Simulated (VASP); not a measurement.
The system is Hf3SnS4.

```xyz
8
Lattice="-3.6072 3.6072 3.6072 3.6072 -3.6072 3.6072 3.6072 3.6072 -3.6072" Properties=species:S:1:pos:R:3 pbc="T T T"
Hf    3.6072    0.0000    0.0000
Hf    0.0000    3.6072    0.0000
Hf    0.0000    0.0000    3.6072
Sn    0.0000    0.0000    0.0000
S     1.8036    1.8036    1.8036
S     1.8036    1.8036   -1.8036
S     1.8036   -1.8036    1.8036
S    -1.8036    1.8036    1.8036
```

The cell was built by a generator and needn't be a form met in nature.

| Quantity | Value |
| --- | --- |
| Program | VASP 6.6.1 |
| Task | relaxation of cell and atoms |
| Functional | PBE |
| Potentials or basis | VASP PAW PBE potentials, release 64 (Hf_pv, Sn_d, S) |
| Cutoff | 520 eV |
| k mesh | 3 × 3 × 3 |
| Occupations | gaussian, width 0.15 eV |
| Spin | no spin polarisation |

At the start: pressure -17.4 GPa; volume 23.47 Å³/atom.

Question: Where does the relaxation end?

Answer: Over 3 steps the energy falls by 409.0 meV/atom and the volume is 17.59 Å³/atom (-25.0 %); space group Im-3m (No. 229, to 0.05 Å).

The path:
```tsv
step	energy change (eV)	largest force (eV/Å)	pressure (GPa)	volume (Å³)
1	0.0000	0.0000	-17.36	187.75
2	-2.7199	0.0000	14.03	126.77
3	-3.2723	0.0000	-0.06	140.72
```

Final structure:
```
Hf Sn S
1.0
    -3.27668    3.27668    3.27668
     3.27668   -3.27668    3.27668
     3.27668    3.27668   -3.27668
Hf Sn S
3 1 4
Cartesian
  3.2767 0.0000 0.0000
  0.0000 3.2767 0.0000
  0.0000 0.0000 3.2767
  0.0000 0.0000 0.0000
  1.6383 1.6383 1.6383
  1.6383 1.6383 -1.6383
  1.6383 -1.6383 1.6383
  -1.6383 1.6383 1.6383
```

Caveat: the k mesh is coarse (spacing up to 0.41 Å⁻¹), so the values aren't converged; the volume moved by over 15 % at a fixed basis, so the end points are rough.
